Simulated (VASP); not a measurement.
Consider the following.

```
CELL_PARAMETERS angstrom
      1.27122    -2.20182     0.00000
      1.27122     2.20182     0.00000
      0.00000     0.00000     4.20502
ATOMIC_POSITIONS crystal
  B  0.66667 0.33333 0.50025
  B  0.33333 0.66667 0.00025
  N  0.66667 0.33333 0.87475
  N  0.33333 0.66667 0.37475
```

Calculation: PBEsol GGA, VASP's PBE PAW potentials (set 64) (plane waves; VASP). Numerical set-up: 600 eV cut-off, 10×10×6 Γ-centred mesh, Gaussian smearing of 0.050 eV, potentials B N.

**Question.** Predict the energy per atom (σ→0).

**Answer.** 
```
Item                           Result
---------------------  --------------
energy per atom (σ→0)  -9.158 eV/atom
```

Total energies compare only between runs with the same potentials, cut-off and functional.

The compound is BN in the wurtzite structure, a metastable high-pressure form. It was relaxed first.
